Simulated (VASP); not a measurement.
# HfGe (Pm-3m) in VASP: a series of runs, part 2 of 2

VASP 6.6.1. The steps go on from the part before.

## 3. Relaxation of the atoms, RPBE

The input, INCAR:

```
PREC     = Accurate       # precision mode
ENCUT    = 520            # plane-wave cutoff, eV
EDIFF    = 1E-6           # SCF threshold, eV
ISMEAR   = 0              # smearing method
SIGMA    = 0.05           # smearing width, eV
LREAL    = F              # projectors in reciprocal space
LASPH    = T              # aspherical terms in the spheres
NELM     = 60             # most SCF steps
ALGO     = Fast           # electronic algorithm
ISIF     = 2              # what is computed and relaxed
LWAVE    = F              # write WAVECAR
LCHARG   = F              # write CHGCAR
GGA      = RP             # functional
IBRION   = 2              # ionic algorithm
NSW      = 40             # ionic steps
EDIFFG   = -0.005         # ionic threshold
```

The input, KPOINTS:

```
regular mesh
0
Gamma
  8 8 8
```

The input, POSCAR:

```
HfGe
1.0
    3.5008378700      0.0000000000      0.0000000000
    0.0000000000      3.5008378700      0.0000000000
    0.0000000000      0.0000000000      3.5008378700
Hf Ge
1 1
Direct
    0.0000000000      0.0000000000      0.0000000000
    0.5000000000      0.5000000000      0.5000000000
```

Potentials or basis: VASP PAW PBE potentials, release 64 (Hf_pv, Ge_d).

Launch:

```console
$ cat potpaw_PBE.64/Hf_pv/POTCAR potpaw_PBE.64/Ge_d/POTCAR > POTCAR
$ mpirun -np 1 vasp_std > vasp.out
```

OUTCAR:

```text
PREC = Accurate
   ENCUT = 520
   EDIFF = 1E-6
   ISMEAR = 0
   LREAL = F
   LASPH = T
   NELM = 60
   ISIF = 2
   GGA = RP
   IBRION = 2
   NSW = 40
   EDIFFG = -0.005

 ion  position               nearest neighbor table
   1  0.000  0.000  0.000-   2 3.03   2 3.03   2 3.03   2 3.03   2 3.03   2 3.03   2 3.03   2 3.03

   2  0.500  0.500  0.500-   1 3.03   1 3.03   1 3.03   1 3.03   1 3.03   1 3.03   1 3.03   1 3.03

  LATTYP: Found a simple cubic cell.
 ALAT       =     3.5008378700
[... 651 lines left out ...]

  FORCE on cell =-STRESS in cart. coord.  units (eV):
  Direction    XX          YY          ZZ          XY          YZ          ZX
  --------------------------------------------------------------------------------------
  -------------------------------------------------------------------------------------
  Total       -2.5760752     -2.5760752     -2.5760752     -0.0000000     -0.0000000      0.0000000
  in kB      -96.1951374    -96.1951374    -96.1951374     -0.0000000     -0.0000000      0.0000000
  external PRESSURE =     -96.1951374 kB  Pullay stress =       0.0000000 kB

 VOLUME and BASIS-vectors are now :
 -----------------------------------------------------------------------------
  energy-cutoff  :      520.00
  volume of cell :       42.91
      direct lattice vectors                 reciprocal lattice vectors
     3.500837870  0.000000000  0.000000000     0.285645905  0.000000000  0.000000000
     0.000000000  3.500837870  0.000000000     0.000000000  0.285645905  0.000000000
     0.000000000  0.000000000  3.500837870     0.000000000  0.000000000  0.285645905

 POSITION                                       TOTAL-FORCE (eV/Angst)
 -----------------------------------------------------------------------------------
      0.00000      0.00000      0.00000         0.000000      0.000000      0.000000
      1.75042      1.75042      1.75042         0.000000      0.000000      0.000000
 -----------------------------------------------------------------------------------
    total drift:                                0.000000      0.000000      0.000000

  FREE ENERGIE OF THE ION-ELECTRON SYSTEM (eV)
  ---------------------------------------------------
  free  energy   TOTEN  =       -14.0008794503 eV

  energy  without entropy=      -13.9940284617  energy(sigma->0) =      -13.99745396

 reached required accuracy - stopping structural energy minimisation
```

OSZICAR:

```text
N       E                     dE             d eps       ncg     rms          rms(c)
DAV:   1     0.123869207457E+03    0.12387E+03   -0.13132E+04  1192   0.303E+03
DAV:   2    -0.355585071013E+01   -0.12743E+03   -0.12578E+03  1256   0.504E+02
DAV:   3    -0.147243702063E+02   -0.11169E+02   -0.11095E+02  1432   0.995E+01
DAV:   4    -0.149649926955E+02   -0.24062E+00   -0.24045E+00  1408   0.159E+01
DAV:   5    -0.149695133765E+02   -0.45207E-02   -0.45206E-02  1448   0.236E+00    0.316E+01
RMM:   6    -0.140104937678E+02    0.95902E+00   -0.18500E+00  1288   0.643E+00    0.201E+01
RMM:   7    -0.140539124669E+02   -0.43419E-01   -0.17300E+00  1327   0.858E+00    0.597E+00
RMM:   8    -0.140111484720E+02    0.42764E-01   -0.27966E-01  1246   0.357E+00    0.477E-01
RMM:   9    -0.140005943196E+02    0.10554E-01   -0.50893E-02  1344   0.210E+00    0.424E-01
RMM:  10    -0.140008131709E+02   -0.21885E-03   -0.90927E-03  1378   0.747E-01    0.155E-01
RMM:  11    -0.140008201371E+02   -0.69662E-05   -0.23702E-03  1292   0.292E-01    0.790E-02
RMM:  12    -0.140008499576E+02   -0.29821E-04   -0.74375E-04  1397   0.145E-01    0.502E-02
RMM:  13    -0.140008725366E+02   -0.22579E-04   -0.24702E-04  1296   0.707E-02    0.235E-02
RMM:  14    -0.140008745892E+02   -0.20526E-05   -0.71231E-05  1161   0.373E-02    0.137E-02
RMM:  15    -0.140008776027E+02   -0.30135E-05   -0.29429E-05   970   0.224E-02    0.526E-03
RMM:  16    -0.140008787826E+02   -0.11800E-05   -0.11577E-05   836   0.102E-02    0.491E-03
RMM:  17    -0.140008794503E+02   -0.66770E-06   -0.55382E-06   782   0.836E-03
   1 F= -.14000879E+02 E0= -.13997454E+02  d E =-.140009E+02
```

Wall time 35 s (1 thread of AMD EPYC 7R43 (Zen 3), shared host); peak memory 0.13 GiB.

Results:

| Property | Result |
| --- | --- |
| Free energy | -14.0009 eV |
| Pressure after relaxing | -9.6 GPa |
| Band gap on the k mesh | none (metal or under the smearing width) |

Final structure:
```
CELL_PARAMETERS angstrom
3.50084 0.00000 0.00000
0.00000 3.50084 0.00000
0.00000 0.00000 3.50084
ATOMIC_POSITIONS crystal
Hf 0.00000 0.00000 0.00000
Ge 0.50000 0.50000 0.50000
```

Levels at points of the mesh, in eV from the Fermi level:
```csv
k point,band 9,band 10,band 11,band 12,band 13,band 14,band 15,band 16
"(0.00, 0.00, 0.00)",-10.68,-1.19,-1.19,1.63,1.63,1.63,3.21,3.71
"(0.50, 0.00, 0.00)",-8.47,-5.81,-0.42,-0.34,-0.34,3.35,4.30,6.43
"(0.50, 0.50, 0.00)",-7.92,-2.78,-2.78,-1.74,1.68,1.68,3.45,3.62
"(0.50, 0.50, 0.50)",-5.87,-3.74,-3.74,-3.74,3.21,3.21,3.21,4.71
```

Caveat: the relaxation stopped at its first step, so nothing moved; the PAW data sets were made with another functional, which shifts forces and pressure a little. The run has no spin-orbit coupling, so splittings on Hf are missing.

## 4. The reference run

An earlier run on the cell as given: functional PBE; potentials or basis VASP PAW PBE potentials, release 64 (Hf_pv, Ge_d); cutoff 520 eV; k mesh 8 × 8 × 8; occupations fermi-dirac, width 0.05 eV; no spin polarisation.

- Pressure: -11.6 GPa
- Band gap on the k mesh: none (metal or under the smearing width)

## 5. The runs side by side

| task | level | cell | cutoff (eV) | smearing | gap on the mesh (eV) | pressure (GPa) |
| --- | --- | --- | --- | --- | --- | --- |
| relaxation of cell and atoms | PBE | relaxed | 600 | gaussian 0.05 eV | none | 0.1 |
| relaxation of the atoms | RPBE | atoms relaxed | 520 | gaussian 0.05 eV | none | -9.6 |
| single point | PBE | as given | 520 | fermi-dirac 0.05 eV | none | -11.6 |

Alike in all rows: potentials or basis VASP PAW PBE potentials, release 64 (Hf_pv, Ge_d); no spin polarisation; k mesh 8 × 8 × 8.

Caveats: the relaxation stopped at its first step, so nothing moved (some runs); the PAW data sets were made with another functional, which shifts forces and pressure a little (some runs).

Absolute energies hang on the potentials; compare differences alone.
